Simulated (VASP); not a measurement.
**What goes wrong when the modes of InSb are computed with a bad input**

Some phonon runs on InSb get a fault in the input on purpose. Which of them show, and how? The starting structure is a measured crystal structure from the Crystallography Open Database.

Calculated with VASP 6.6.1; Kohn-Sham DFT with plane waves and PAW; LDA.

## 1. Starting point

The structure is cubic, space group F-43m (No. 216). The conventional cell has a = 6.478 Å, b = 6.478 Å, c = 6.478 Å, α = 90.00°, β = 90.00°, γ = 90.00°. Nearest to Sb lie 4 In at 2.81 Å. In has 4 Sb at 2.81 Å nearest. Farther neighbours are not listed.

Structure file:

```cif
data_structure
_symmetry_space_group_name_H-M 'P 1'
_symmetry_Int_Tables_number 1
_cell_length_a 4.5808
_cell_length_b 4.5808
_cell_length_c 4.5808
_cell_angle_alpha 60.000
_cell_angle_beta 60.000
_cell_angle_gamma 60.000
_cell_volume 67.97
loop_
_atom_site_label
_atom_site_type_symbol
_atom_site_fract_x
_atom_site_fract_y
_atom_site_fract_z
_atom_site_occupancy
Sb1 Sb 0.75000 0.75000 0.75000 1
In2 In 0.00000 0.00000 0.00000 1
```

## 2. Reference modes

The cell comes from a relaxation at this level, not shown (67.25 Å³).

Input file INCAR:

```
SYSTEM = InSb
PREC = Accurate
ENCUT = 450
EDIFF = 1E-08
NELM = 100
ISMEAR = 0
SIGMA = 0.05
LREAL = .FALSE.
ALGO = Normal
GGA = CA
NBANDS = 15
LORBIT = 11
LWAVE = .FALSE.
LCHARG = .FALSE.
KPAR = 8
IBRION = 8
ISIF = 2
```

Input file POSCAR:

```
InSb
1.0
    0.0000000000      3.2276287627      3.2276287627
    3.2276287627      0.0000000000      3.2276287627
    3.2276287627      3.2276287627      0.0000000000
Sb In
1 1
Direct
    0.7500000000      0.7500000000      0.7500000000
    0.0000000000      0.0000000000      0.0000000000
```

Input file KPOINTS:

```
Automatic mesh
0
Gamma
10 10 10
0 0 0
```

Potentials, in the order of the species: Sb and In_d (LDA family, release 64).

Launch:

```
mpirun -np 8 vasp_std
```

The program printed:

```text
[banner, memory and clock lines left out]
running    8 mpi-ranks, on    1 nodes
 distrk:  each k-point on    1 cores,    8 groups
 distr:  one band on    1 cores,    1 groups

 POSCAR found type information on POSCAR SbIn
 POSCAR found :  2 types and       2 ions
|                                                                             |
|           W    W    AA    RRRRR   N    N  II  N    N   GGGG   !!!           |
|           W    W   A  A   R    R  NN   N  II  NN   N  G    G  !!!           |
|           W    W  A    A  R    R  N N  N  II  N N  N  G       !!!           |
|           W WW W  AAAAAA  RRRRR   N  N N  II  N  N N  G  GGG   !            |
|           WW  WW  A    A  R   R   N   NN  II  N   NN  G    G                |
|           W    W  A    A  R    R  N    N  II  N    N   GGGG   !!!           |
|                                                                             |
|     For optimal performance we recommend to set                             |
|       NCORE = 2 up to number-of-cores-per-socket                            |
|     NCORE specifies how many cores store one orbital (NPAR=cpu/NCORE).      |
|     This setting can greatly improve the performance of VASP for DFT.       |
|     The default, NCORE=1 might be grossly inefficient on modern             |
|     multi-core architectures or massively parallel machines. Do your        |
|     Unfortunately you need to use the default for GW and RPA                |
|     calculations (for HF NCORE is supported but not extensively tested      |
|     yet).                                                                   |
|                                                                             |

 LDA part: xc-table for (Slater(with rela. corr.)+CA(PZ))
 , standard interpolation
 POSCAR, INCAR and KPOINTS ok, starting setup
 FFT: planning ... GRIDC
 FFT: planning ... GRID_SOFT
 FFT: planning ... GRID
 WAVECAR not read
 entering main loop
       N       E                     dE             d eps       ncg     rms          rms(c)
DAV:   1     0.109957349880E+03    0.10996E+03   -0.73844E+03  1410   0.109E+03
DAV:   2    -0.149359093081E+01   -0.11145E+03   -0.10857E+03  1557   0.272E+02
DAV:   3    -0.817401776636E+01   -0.66804E+01   -0.66456E+01  1823   0.729E+01
DAV:   4    -0.836564568401E+01   -0.19163E+00   -0.19158E+00  1710   0.149E+01
DAV:   5    -0.837606878391E+01   -0.10423E-01   -0.10423E-01  2142   0.274E+00    0.439E+00
DAV:   6    -0.824856944408E+01    0.12750E+00   -0.15928E-01  2029   0.654E+00    0.248E+00
DAV:   7    -0.821753097208E+01    0.31038E-01   -0.69982E-02  1923   0.258E+00    0.546E-01
DAV:   8    -0.821581974999E+01    0.17112E-02   -0.71953E-03  1925   0.105E+00    0.312E-01
DAV:   9    -0.821590353082E+01   -0.83781E-04   -0.61756E-04  1725   0.235E-01    0.767E-02
DAV:  10    -0.821589368278E+01    0.98480E-05   -0.35728E-05  1785   0.459E-02    0.336E-02
DAV:  11    -0.821589754517E+01   -0.38624E-05   -0.95793E-06  1676   0.414E-02    0.213E-02
DAV:  12    -0.821589740077E+01    0.14439E-06   -0.67827E-07  2005   0.965E-03    0.540E-03
DAV:  13    -0.821589740847E+01   -0.76998E-08   -0.10782E-07  1662   0.334E-03    0.240E-03
DAV:  14    -0.821589740457E+01    0.39033E-08   -0.85395E-09  1496   0.112E-03
   1 F= -.82158974E+01 E0= -.82158588E+01  d E =-.771464E-04
 Linear response reoptimize wavefunctions to high precision
DAV:   1    -0.821589740476E+01   -0.18508E-09   -0.22572E-09  1559   0.324E-04
DAV:   2    -0.821589740476E+01   -0.68212E-12   -0.12003E-10   985   0.101E-04
 Linear response DOF=           2
 Linear response progress:
  Degree of freedom:   1/  2
       N       E                     dE             d eps       ncg     rms          rms(c)
RMM:   1    -0.291675884095E-01   -0.29168E-01    0.27545E-02  9433   0.149E+00
RMM:   2    -0.274431630646E-01    0.17244E-02   -0.13492E-04  8488   0.542E-01    0.869E-02
RMM:   3    -0.278014459692E-01   -0.35828E-03   -0.11004E-03  9454   0.185E-01    0.385E-02
RMM:   4    -0.278466890417E-01   -0.45243E-04   -0.91893E-05  9671   0.644E-02    0.108E-02
RMM:   5    -0.278640342492E-01   -0.17345E-04   -0.15382E-05  9600   0.255E-02    0.461E-03
RMM:   6    -0.278575487105E-01    0.64855E-05   -0.14534E-06  9843   0.726E-03    0.173E-03
RMM:   7    -0.278546968682E-01    0.28518E-05    0.17215E-08 10013   0.279E-03    0.689E-04
RMM:   8    -0.278547608663E-01   -0.63998E-07   -0.41593E-08 10291   0.922E-04    0.328E-04
RMM:   9    -0.278550570520E-01   -0.29619E-06   -0.69364E-08 10542   0.406E-04    0.449E-05
RMM:  10    -0.278549990708E-01    0.57981E-07   -0.34108E-08 10279   0.146E-04    0.378E-05
RMM:  11    -0.278550060124E-01   -0.69416E-08   -0.53774E-09 10919   0.652E-05    0.108E-05
 first order change of Fermi-energy   0.31083E-03
 force on displaced ion       1 direction 1 :  -6.814   0.000   0.000
 Linear response progress:
  Degree of freedom:   2/  2
       N       E                     dE             d eps       ncg     rms          rms(c)
RMM:   1    -0.236927242747E+00   -0.23693E+00   -0.11876E-01  6916   0.470E+00
RMM:   2    -0.239231922314E+00   -0.23047E-02   -0.11425E-02  8649   0.957E-01    0.710E-02
RMM:   3    -0.239194018455E+00    0.37904E-04   -0.13075E-03  9455   0.299E-01    0.351E-02
RMM:   4    -0.239055247748E+00    0.13877E-03   -0.14772E-04  9661   0.936E-02    0.179E-02
RMM:   5    -0.239012783197E+00    0.42465E-04    0.13145E-05 10198   0.370E-02    0.648E-03
RMM:   6    -0.239020059546E+00   -0.72763E-05   -0.60952E-06 10203   0.117E-02    0.206E-03
RMM:   7    -0.239028545159E+00   -0.84856E-05   -0.61727E-06 10135   0.368E-03    0.737E-04
RMM:   8    -0.239026754796E+00    0.17904E-05   -0.34468E-07 10268   0.154E-03    0.435E-04
RMM:   9    -0.239026222844E+00    0.53195E-06   -0.36925E-06 10395   0.631E-04    0.136E-04
RMM:  10    -0.239025617781E+00    0.60506E-06   -0.23883E-06 10290   0.296E-04    0.359E-05
RMM:  11    -0.239025531422E+00    0.86359E-07   -0.11716E-06 10584   0.142E-04    0.174E-05
RMM:  12    -0.239025431598E+00    0.99824E-07   -0.47403E-07 10889   0.729E-05    0.308E-06
RMM:  13    -0.239025430916E+00    0.68179E-09   -0.41056E-07 10486   0.397E-05    0.764E-06
RMM:  14    -0.239025391548E+00    0.39369E-07   -0.19124E-07  9515   0.244E-05    0.184E-06
RMM:  15    -0.239025394132E+00   -0.25843E-08   -0.94966E-08  8807   0.170E-05    0.620E-06
 first order change of Fermi-energy  -0.52247E-04
 force on displaced ion       2 direction 1 :  -6.842  -0.000  -0.000
 Linear response finished
```

Elapsed: 81 s, on 8 MPI ranks of AMD EPYC 7R43, shared host; peak memory 3.2 GiB; 10 min of CPU time.

The logs omit lines about the potential files and the build; timing stands in the text.

Parts of OUTCAR (step 2):

```text
ion  position               nearest neighbor table
   1  0.750  0.750  0.750-   2 2.80   2 2.80   2 2.80   2 2.80
   2  0.000  0.000  0.000-   1 2.80   1 2.80   1 2.80   1 2.80

  LATTYP: Found a face centered cubic cell.
 ALAT       =     6.4552575254

 Subroutine GETGRP returns: Found 24 space group operations
 (whereof 24 operations were pure point group operations)

The static configuration has the point symmetry T_d .

 Found     47 irreducible k-points:

   k-points           NKPTS =     47   k-points in BZ     NKDIM =     47   number of bands    NBANDS=     15

   dimension x,y,z NGX =    32 NGY =   32 NGZ =   32
   dimension x,y,z NGXF=    64 NGYF=   64 NGZF=   64

   ENCUT  =  450.0 eV  33.07 Ry    5.75 a.u.   7.90  7.90  7.90*2*pi/ulx,y,z

   NELECT =      18.0000    total number of electrons

 k-points in reciprocal lattice and weights: Automatic mesh
   0.00000000  0.00000000  0.00000000       0.001
   0.10000000  0.00000000  0.00000000       0.008
   0.20000000  0.00000000  0.00000000       0.008
   0.30000000  0.00000000  0.00000000       0.008
   0.40000000  0.00000000  0.00000000       0.008
   0.50000000  0.00000000  0.00000000       0.004
   0.10000000  0.10000000  0.00000000       0.006
   0.20000000  0.10000000  0.00000000       0.024
   0.30000000  0.10000000  0.00000000       0.024
[...]
-0.30000000  0.40000000  0.20000000       0.024
  -0.30000000  0.50000000  0.20000000       0.012

 average (electrostatic) potential at core
       1 -88.1823       2 -95.7183

  Total        0.0003658      0.0003658      0.0003658      0.0000000      0.0000000      0.0000000
  in kB        0.0087151      0.0087151      0.0087151      0.0000000      0.0000000      0.0000000
  external PRESSURE =       0.0087151 kB  Pullay stress =       0.0000000 kB

  energy-cutoff  :      450.00
  volume of cell :       67.25
      direct lattice vectors                 reciprocal lattice vectors
     0.000000000  3.227628763  3.227628763    -0.154912487  0.154912487  0.154912487
     3.227628763  0.000000000  3.227628763     0.154912487 -0.154912487  0.154912487
     3.227628763  3.227628763  0.000000000     0.154912487  0.154912487 -0.154912487

 POSITION                                       TOTAL-FORCE (eV/Angst)
 -----------------------------------------------------------------------------------
      4.84144      4.84144      4.84144        -0.000000     -0.000000     -0.000000
      0.00000      0.00000      0.00000         0.000000      0.000000      0.000000
 -----------------------------------------------------------------------------------
    total drift:                                0.000000      0.000000      0.000000

 Eigenvectors and eigenvalues of the dynamical matrix
 ----------------------------------------------------

   1 f  =    5.314158 THz    33.389837 2PiTHz  177.261218 cm-1    21.977580 meV
             X         Y         Z           dx          dy          dz
      4.841443  4.841443  4.841443     0.000000    0.695935    0.000000
      0.000000  0.000000  0.000000     0.000000   -0.718105    0.000000

   2 f  =    5.314158 THz    33.389837 2PiTHz  177.261218 cm-1    21.977580 meV
             X         Y         Z           dx          dy          dz
      4.841443  4.841443  4.841443    -0.695935    0.000000    0.000000
      0.000000  0.000000  0.000000     0.718105    0.000000    0.000000

   3 f  =    5.314158 THz    33.389837 2PiTHz  177.261218 cm-1    21.977580 meV
             X         Y         Z           dx          dy          dz
      4.841443  4.841443  4.841443     0.000000    0.000000   -0.695935
      0.000000  0.000000  0.000000     0.000000    0.000000    0.718105

   4 f/i=    0.005466 THz     0.034344 2PiTHz    0.182326 cm-1     0.022606 meV
             X         Y         Z           dx          dy          dz
      4.841443  4.841443  4.841443     0.718105    0.000000    0.000000
      0.000000  0.000000  0.000000     0.695935    0.000000    0.000000

   5 f/i=    0.005466 THz     0.034344 2PiTHz    0.182326 cm-1     0.022606 meV
             X         Y         Z           dx          dy          dz
      4.841443  4.841443  4.841443     0.000000   -0.718105    0.000000
      0.000000  0.000000  0.000000     0.000000   -0.695935    0.000000

   6 f/i=    0.005466 THz     0.034344 2PiTHz    0.182326 cm-1     0.022606 meV
             X         Y         Z           dx          dy          dz
      4.841443  4.841443  4.841443     0.000000    0.000000    0.718105
      0.000000  0.000000  0.000000     0.000000    0.000000    0.695935

 ELASTIC MODULI CONTR FROM IONIC RELAXATION (kBar)
 Direction    XX          YY          ZZ          XY          YZ          ZX
 --------------------------------------------------------------------------------
 XX          -0.0000     -0.0000     -0.0000      0.0000      0.0000      0.0000
 YY          -0.0000     -0.0000     -0.0000      0.0000      0.0000     -0.0000
 ZZ          -0.0000     -0.0000     -0.0000      0.0000      0.0000      0.0000
 XY           0.0000      0.0000      0.0000   -190.2306      0.0000      0.0000
 YZ           0.0000      0.0000      0.0000      0.0000   -190.2306     -0.0000
 ZX           0.0000     -0.0000      0.0000      0.0000     -0.0000   -190.2306
 --------------------------------------------------------------------------------
```

Energies printed during the response cycles are not total energies of the cell.

Reference: the zone-centre mode is T2 177.3 cm⁻¹.

## 3. Modes with finite displacements, else as the reference

Against step 2 the input has IBRION = 6, NFREE = 2 and POTIM = 0.015 (also changed: NSW).

Changes to INCAR since step 2:

```diff
@@ -15,3 +15,6 @@
 KPAR = 8
-IBRION = 8
+IBRION = 6
+NFREE = 2
+POTIM = 0.015
+NSW = 1
 ISIF = 2
```

POSCAR is that of step 2.

KPOINTS is that of step 2.

Launch:

```
mpirun -np 8 vasp_std
```

The program printed:

```text
[banner, memory and clock lines left out]
running    8 mpi-ranks, on    1 nodes
[...]
[... a notice as in an earlier step ...]

 LDA part: xc-table for (Slater(with rela. corr.)+CA(PZ))
 , standard interpolation
 POSCAR, INCAR and KPOINTS ok, starting setup
[...]
entering main loop
       N       E                     dE             d eps       ncg     rms          rms(c)
[... 14 cycles as in an earlier step ...]
   1 F= -.82158974E+01 E0= -.82158588E+01  d E =-.771464E-04
[... from here on, the cycles between the ionic steps are left out ...]
   2 F= -.82151297E+01 E0= -.82150995E+01  d E =-.604382E-04
   3 F= -.82151297E+01 E0= -.82150995E+01  d E =-.604428E-04
   4 F= -.82151242E+01 E0= -.82150940E+01  d E =-.604461E-04
   5 F= -.82151242E+01 E0= -.82150940E+01  d E =-.604499E-04
 Finite differences progress:
  Degree of freedom:   2/  2
  Displacement:        2/  2
  Total:               4/  4
```

Run time: 53 s. Hardware: 8 MPI ranks; peak memory 2.6 GiB; 7 min of CPU time.

OUTCAR, selected parts (step 3):

```text
  Total       -0.0013900      0.0005075      0.0005075      0.0000000      0.1164596      0.0000000
  in kB       -0.0331164      0.0120903      0.0120903      0.0000000      2.7746313      0.0000000
  external PRESSURE =      -0.0029786 kB  Pullay stress =       0.0000000 kB

 POSITION                                       TOTAL-FORCE (eV/Angst)
 -----------------------------------------------------------------------------------
      4.84144      4.84144      4.84144        -0.102838      0.000000      0.000000
     -0.01500      0.00000      0.00000         0.102838     -0.000000     -0.000000
 -----------------------------------------------------------------------------------
    total drift:                                0.000468      0.000001      0.000001

  FREE ENERGIE OF THE ION-ELECTRON SYSTEM (eV)
  ---------------------------------------------------
  free  energy   TOTEN  =        -8.2151242260 eV

  energy  without entropy=       -8.2150637761  energy(sigma->0) =       -8.21509400

[... 2 parts as in an earlier step ...]

[... 1 further part left out ...]
[key lines of the parts left out:]
E-fermi :   5.0273
```

The last energy, forces and stress in OUTCAR belong to the last displaced cell, not to that of POSCAR.

With finite displacements, else as the reference the mode is T2 177.5 cm⁻¹, +0.2 cm⁻¹ from the reference.

## 4. Modes with a k mesh far too coarse

A slip made on purpose: a k mesh far too coarse. Against step 2 the input has a 2×2×2 mesh (also changed: NELM and KPAR).

Input file INCAR:

```
SYSTEM = InSb
PREC = Accurate
ENCUT = 450
EDIFF = 1E-08
NELM = 60
ISMEAR = 0
SIGMA = 0.05
LREAL = .FALSE.
ALGO = Normal
GGA = CA
NBANDS = 15
LORBIT = 11
LWAVE = .FALSE.
LCHARG = .FALSE.
IBRION = 8
ISIF = 2
```

POSCAR is that of step 3.

Input file KPOINTS:

```
Automatic mesh
0
Gamma
2 2 2
0 0 0
```

Launch:

```
mpirun -np 8 vasp_std
```

The program printed:

```text
[banner, memory and clock lines left out]
running    8 mpi-ranks, on    1 nodes
[...]
[... a notice as in an earlier step ...]

 LDA part: xc-table for (Slater(with rela. corr.)+CA(PZ))
 , standard interpolation
|                                                                             |
|           W    W    AA    RRRRR   N    N  II  N    N   GGGG   !!!           |
|           W    W   A  A   R    R  NN   N  II  NN   N  G    G  !!!           |
|           W    W  A    A  R    R  N N  N  II  N N  N  G       !!!           |
|           W WW W  AAAAAA  RRRRR   N  N N  II  N  N N  G  GGG   !            |
|           WW  WW  A    A  R   R   N   NN  II  N   NN  G    G                |
|           W    W  A    A  R    R  N    N  II  N    N   GGGG   !!!           |
|                                                                             |
|     The number of bands has been changed from the values supplied in        |
|     The orbitals not found in the WAVECAR file will be initialized with     |
[...]
RMM:  18    -0.312292042649E-01   -0.32210E-07   -0.13789E-08   215   0.141E-04    0.162E-06
RMM:  19    -0.312291696615E-01    0.34603E-07   -0.30141E-08   211   0.141E-04    0.184E-06
RMM:  20    -0.312291783431E-01   -0.86816E-08   -0.25699E-08   218   0.140E-04    0.201E-06
 first order change of Fermi-energy  -0.21745E-04
 force on displaced ion       1 direction 1 :   1.921  -0.000  -0.000
 Linear response progress:
  Degree of freedom:   2/  2
       N       E                     dE             d eps       ncg     rms          rms(c)
RMM:   1    -0.236238281538E+00   -0.23624E+00   -0.79403E-02   213   0.478E+00
RMM:   2    -0.238910249203E+00   -0.26720E-02   -0.11259E-02   270   0.898E-01    0.344E-01
RMM:   3    -0.242231855186E+00   -0.33216E-02   -0.44537E-03   270   0.441E-01    0.758E-02
RMM:   4    -0.241172174447E+00    0.10597E-02   -0.30524E-04   290   0.160E-01    0.374E-02
[...]
RMM:  22    -0.241156694741E+00    0.40105E-07   -0.52112E-09   258   0.274E-04    0.385E-06
RMM:  23    -0.241156732888E+00   -0.38148E-07    0.12292E-08   250   0.274E-04    0.300E-06
RMM:  24    -0.241156730631E+00    0.22569E-08   -0.40831E-09   250   0.274E-04    0.277E-06
 first order change of Fermi-energy   0.31443E-04
 force on displaced ion       2 direction 1 :   1.896  -0.000  -0.000
 Linear response finished
```

The job ended after 7.6 s (8 MPI ranks; peak memory 0.71 GiB; 54 s of CPU time).

OUTCAR, selected parts (step 4):

```text
  Total        2.8727440      2.8727440      2.8727440     -0.0000000     -0.0000000     -0.0000000
  in kB       68.4426441     68.4426441     68.4426441     -0.0000000     -0.0000000     -0.0000000
  external PRESSURE =      68.4426441 kB  Pullay stress =       0.0000000 kB

[... 2 parts as in an earlier step ...]

[... 1 further part left out ...]
```

With a k mesh far too coarse the mode is T2 -93.7 cm⁻¹; T2, real with the reference, turns imaginary. Imaginary, given as negative numbers: T2.

[end of part 1 of 2]

[Lines on the potential files, build, host, timing and source positions are cut from VASP's logs without a mark.]

[Logs are printed without paths, hosts, clocks, repeated set-up lines and the standing remarks that a program may print on its own settings, such as how far it seeks lower states.]

[Hosts, paths, dates, database ids (printed as entryN), source tags and the programs' standing remarks are cut or masked in the printed files.]
